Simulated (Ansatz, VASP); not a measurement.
# SrMg6Si in VASP and in Ansatz

Contents of INCAR:

```
SYSTEM = SrMg6Si
ALGO = Normal
EDIFF = 1E-7
ENCUT = 520
GGA = PE
ISIF = 2
ISMEAR = -1
LASPH = .True.
LCHARG = .False.
LREAL = .False.
LWAVE = .False.
NBANDS = 23
NELM = 60
PREC = Accurate
SIGMA = 0.05
```

Contents of KPOINTS:

```
k-points
0
Gamma
  6 5 5
  0 0 0
```

Contents of POSCAR:

```
SrMg6Si
1.0
    4.8760705777      0.0000000000      0.0000000000
    0.0000000000      3.0052575895      6.7155423375
    0.0000000000     -3.0052575895      6.7155423375
Sr Si Mg
1 1 6
Direct
    0.5000000000      0.6976320000      0.6976320000
    0.5000000000      0.1152540000      0.1152540000
    0.0000000000      0.8627890000      0.8627890000
    0.0000000000      0.2997230000      0.2997230000
    0.0000000000      0.3209160000      0.8300400000
    0.0000000000      0.8300400000      0.3209160000
    0.5000000000      0.1921360000      0.6815040000
    0.5000000000      0.6815040000      0.1921360000
```

input.yaml

```yaml
crystal:
  lattice:
    - [4.8760705777, 0.0, 0.0]
    - [0.0, 3.0052575895, 6.7155423375]
    - [0.0, -3.0052575895, 6.7155423375]
  atoms:
    - { symbol: Sr, position: [0.5, 0.697632, 0.697632] }
    - { symbol: Si, position: [0.5, 0.115254, 0.115254] }
    - { symbol: Mg, position: [0.0, 0.862789, 0.862789] }
    - { symbol: Mg, position: [0.0, 0.299723, 0.299723] }
    - { symbol: Mg, position: [0.0, 0.320916, 0.83004] }
    - { symbol: Mg, position: [0.0, 0.83004, 0.320916] }
    - { symbol: Mg, position: [0.5, 0.192136, 0.681504] }
    - { symbol: Mg, position: [0.5, 0.681504, 0.192136] }
hamiltonian:
  xc: pbe
  pseudopotentials: { kind: paw }
kpoints:
  mp_grid: { grid: [6, 5, 5] }
scf:
  occupations: { method: fermi_dirac, width: 0.05 }
output:
  forces: true
  stress: true
  eigenvalues: true
```

Change from the starting cell: volume scaled by 0.98.

Alike in both runs: task single point; functional PBE; k mesh 6 × 5 × 5; occupations fermi-dirac, width 0.05 eV; no spin polarisation.

|  | VASP | Ansatz |
| --- | --- | --- |
| version | VASP 6.6.1 | Ansatz 0.2.0 |
| potentials or method | VASP PAW PBE potentials, release 64 (Sr_sv, Si, Mg) | Ansatz PAW |
| plane-wave cutoff (eV) | 520 | 420 |
| valence electrons in the cell | 26 | 74 |

VASP gave:

- gap on the k mesh at the Fermi level (eV): none
- pressure (GPa): 0.8
- largest component of the traceless stress (GPa): 0.17
- rms of the force components (eV/Å): 0.025

Question: Estimate Ansatz's values.

Answer: gap on the k mesh at the Fermi level (eV): none; pressure (GPa): 0.9; largest component of the traceless stress (GPa): 0.16; rms of the force components (eV/Å): 0.026.

Atom by atom the forces differ by 0.003 eV/Å (rms over components). A gap of «none» marks a metal or a gap that the smearing closes. The two sets of potentials don't hold the same shells in valence.
